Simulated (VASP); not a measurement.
Computed with LDA (Ceperley-Alder, Perdew-Zunger), VASP's LDA PAW potentials (set 64) (plane waves; VASP).

The input files of a VASP run:

**INCAR**
```
# general
SYSTEM   =  Al
PREC     =  Accurate
ENCUT    =  500
LREAL    =  .False.
LASPH    =  .True.   # aspherical one-centre terms

# electronic loop
EDIFF    =  1E-6   # SCF stop (eV)
NELM     =  100   # most electronic steps
ALGO     =  Normal

# smearing
ISMEAR   =  1
SIGMA    =  0.1   # width (eV)

# ions
IBRION   =  2
NSW      =  40
ISIF     =  3   # ions, shape and volume
EDIFFG   =  -0.02   # ionic stop
PSTRESS  =  300   # kbar

# output
LWAVE    =  .False.
LCHARG   =  .False.
```

**KPOINTS**
```
Automatic mesh
0
Gamma
17 17 17
0 0 0
```

POSCAR:
```
Al
1
   -0.0000000000     1.8534867435     1.8534867435
    1.8534867435     0.0000000000     1.8534867435
    1.8534867435     1.8534867435     0.0000000000
Al
1
Direct
  0.0000000000   0.0000000000   0.0000000000
```

POTCAR, in this order: Al (LDA.64 set). Program: vasp_std.

Output of the run:

File OSZICAR:
```
       N       E                     dE             d eps       ncg     rms          rms(c)
DAV:   1    -0.174106728838E+01   -0.17411E+01   -0.91255E+02  1840   0.326E+02
DAV:   2    -0.397904769143E+01   -0.22380E+01   -0.20766E+01  2135   0.340E+01
DAV:   3    -0.399801334836E+01   -0.18966E-01   -0.18950E-01  2170   0.324E+00
DAV:   4    -0.399805451513E+01   -0.41167E-04   -0.41168E-04  2165   0.143E-01
DAV:   5    -0.399805466216E+01   -0.14703E-06   -0.14580E-06  2185   0.642E-03    0.198E+00
DAV:   6    -0.397369731695E+01    0.24357E-01   -0.12171E-03  1855   0.227E-01    0.109E+00
DAV:   7    -0.395802763957E+01    0.15670E-01   -0.31757E-03  1750   0.366E-01    0.225E-01
DAV:   8    -0.395798373724E+01    0.43902E-04   -0.29059E-05  2400   0.494E-02    0.181E-02
DAV:   9    -0.395798343682E+01    0.30042E-06   -0.13661E-07  1600   0.292E-03
   1 F= -.15734187E+01 E0= -.15733785E+01  d E =-.157342E+01
```

OUTCAR:
```
------------------------ aborting loop because EDIFF is reached ----------------------------------------
  FORCE on cell =-STRESS in cart. coord.  units (eV):
  Direction    XX          YY          ZZ          XY          YZ          ZX
  --------------------------------------------------------------------------------------
  Total        2.3690040      2.3690040      2.3690040     -0.0000000      0.0000000      0.0000000
  in kB      298.0423105    298.0423105    298.0423105     -0.0000000      0.0000000      0.0000000
  external PRESSURE =      -1.9576895 kB  Pullay stress =     300.0000000 kB
  volume of cell :       12.73
      direct lattice vectors                 reciprocal lattice vectors
     0.000000000  1.853486743  1.853486743    -0.269761843  0.269761843  0.269761843
     1.853486743  0.000000000  1.853486743     0.269761843 -0.269761843  0.269761843
     1.853486743  1.853486743  0.000000000     0.269761843  0.269761843 -0.269761843
 POSITION                                       TOTAL-FORCE (eV/Angst)
 -----------------------------------------------------------------------------------
      0.00000      0.00000      0.00000         0.000000      0.000000      0.000000
 -----------------------------------------------------------------------------------
    total drift:                               -0.000000     -0.000000     -0.000000
  FREE ENERGIE OF THE ION-ELECTRON SYSTEM (eV)
  ---------------------------------------------------
  free  energy   TOTEN  =        -3.9579834368 eV

  energy  without entropy=       -3.9578627600  energy(sigma->0) =       -3.95794321
  enthalpy is  TOTEN    =        -1.5734186815 eV   P V=        2.3845647553

 reached required accuracy - stopping structural energy minimisation
```
(Selected blocks of OUTCAR.)

### OUTCAR
```
 val. band max:       10.7215690143   @ k =  -0.4706   0.2941   0.1176

 cond. band min:      10.7893911302   @ k =   0.4706   0.4118   0.0000


 Fermi energy:        10.7648297113

 k-point     1 :       0.0000    0.0000    0.0000
  band No.  band energies     occupation
      1      -2.2402      2.00000
      2      24.8330      0.00000
      3      24.8330      0.00000
      4      24.8330      0.00000
      5      28.3747      0.00000

 k-point     2 :       0.0588    0.0000    0.0000
  band No.  band energies     occupation
      1      -2.1289      2.00000
      2      23.2517      0.00000
      3      24.6473      0.00000
      4      24.6473      0.00000
      5      28.5707      0.00000

 k-point     3 :       0.1176    0.0000    0.0000
  band No.  band energies     occupation
      1      -1.7958      2.00000
      2      20.6289      0.00000
      3      24.2507      0.00000
      4      24.2507      0.00000
      5      28.3401      0.00000

 k-point     4 :       0.1765    0.0000    0.0000
  band No.  band energies     occupation
      1      -1.2429      2.00000
      2      17.9444      0.00000
      3      23.8497      0.00000
      4      23.8497      0.00000
      5      28.0056      0.00000

 k-point     5 :       0.2353    0.0000    0.0000
  band No.  band energies     occupation
      1      -0.4737      2.00000
      2      15.3503      0.00000
      3      23.5383      0.00000
      4      23.5383      0.00000
      5      27.7155      0.00000

 k-point     6 :       0.2941    0.0000    0.0000
  band No.  band energies     occupation
      1       0.5069      2.00000
      2      12.8926      0.00000
      3      23.3497      0.00000
      4      23.3497      0.00000
      5      27.2688      0.00000

 k-point     7 :       0.3529    0.0000    0.0000
  band No.  band energies     occupation
      1       1.6925      2.00000
      2      10.5932      2.03568
      3      23.2892      0.00000
...
```

The compound is Al in the fcc structure. It was relaxed first under an external pressure of 30 GPa.
